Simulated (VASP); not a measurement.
Here is the system:

```
BaS
1.0
    0.00000     3.08876     3.08876
    3.08876     0.00000     3.08876
    3.08876     3.08876     0.00000
Ba S
1 1
Direct
  0.00000   0.00000   0.00000
  0.50000   0.50000   0.50000
```

Computed with PBEsol GGA, VASP's PBE PAW potentials (set 64) (plane waves; VASP). Settings: 500 eV cut-off, 7×7×7 Γ-centred mesh, Gaussian smearing of 0.050 eV, potentials Ba_sv S.

Task: What does the run give for the energy per atom (σ→0), pressure?

Result: 
- energy per atom (σ→0) = -5.320 eV/atom
- pressure = 4.95 GPa

Only differences to runs with the same potentials and settings are physical.

The compound is BaS in the rock salt structure. It was relaxed first under an external pressure of 5 GPa.
